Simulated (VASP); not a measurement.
Level of theory: TPSS meta-GGA, VASP's PBE PAW potentials (set 64) (plane waves; VASP 6.6.1).

Input for VASP

KPOINTS:
```
Automatic mesh
0
Gamma
20 20 20
0 0 0
```

KPOINTS_OPT:
```
k-points along high-symmetry lines
10
Line-mode
Reciprocal
  0.000000   0.000000   0.000000 ! GAMMA
  0.500000   0.000000   0.500000 ! X

  0.500000   0.000000   0.500000 ! X
  0.625000   0.250000   0.625000 ! U

  0.375000   0.375000   0.750000 ! K
  0.000000   0.000000   0.000000 ! GAMMA

  0.000000   0.000000   0.000000 ! GAMMA
  0.500000   0.500000   0.500000 ! L

  0.500000   0.500000   0.500000 ! L
  0.500000   0.250000   0.750000 ! W

  0.500000   0.250000   0.750000 ! W
  0.500000   0.000000   0.500000 ! X
```

File POSCAR:
```
Ni
1
    0.0000000000     1.7371321776     1.7371321776
    1.7371321776    -0.0000000000     1.7371321776
    1.7371321776     1.7371321776    -0.0000000000
Ni
1
Direct
  0.0000000000   0.0000000000   0.0000000000
```

**INCAR**
```
# general
SYSTEM   =  Ni
PREC     =  Accurate
ENCUT    =  520
LREAL    =  .False.
LASPH    =  .True.

# electronic loop
EDIFF    =  1E-7
NELM     =  100   # most electronic steps
ALGO     =  Normal   # blocked Davidson
LMAXMIX  =  4   # l cut-off of mixed one-centre charges
LMIXTAU  =  .True.

# smearing
ISMEAR   =  -5

# functional
METAGGA  =  TPSS

# spin
ISPIN    =  2
MAGMOM   =  0.6

# ions
ISIF     =  2   # forces and stress, cell fixed

# output
LWAVE    =  .False.
LCHARG   =  .False.
LORBIT   =  11
NEDOS    =  601   # DOS grid
```

POTCAR, in this order: Ni (PBE.64 set). Program: vasp_std.

For a metal the tetrahedron method with Blöchl corrections gives inexact stress and forces.

**Question.** Estimate the energy per atom (σ→0), cell moment, band gap (over mesh and band path).

**Answer.** 
| Item | Result |
|---|---|
| energy per atom (σ→0) | -13.304 eV/atom |
| cell moment | 0.62 μB |
| band gap (over mesh and band path) | none (metal, semimetal or under 0.01 eV) |

**OSZICAR**
```
...
DAV:  12    -0.133038596021E+02   -0.10368E-04   -0.29888E-05  9887   0.553E-02    0.244E-02
DAV:  13    -0.133038531726E+02    0.64295E-05   -0.78507E-05 10398   0.995E-02    0.719E-03
DAV:  14    -0.133038543766E+02   -0.12041E-05   -0.41570E-06 11897   0.294E-02    0.110E-03
DAV:  15    -0.133038541646E+02    0.21206E-06   -0.61666E-08  5251   0.483E-03    0.661E-04
DAV:  16    -0.133038544046E+02   -0.23999E-06   -0.55692E-08  4773   0.316E-03    0.354E-04
DAV:  17    -0.133038543119E+02    0.92634E-07   -0.12367E-08  4699   0.170E-03
   1 F= -.13303854E+02 E0= -.13303854E+02  d E =0.000000E+00  mag=     0.6224
       N       E                     dE             ncg
```

The compound is Ni in the fcc structure. It was relaxed first.
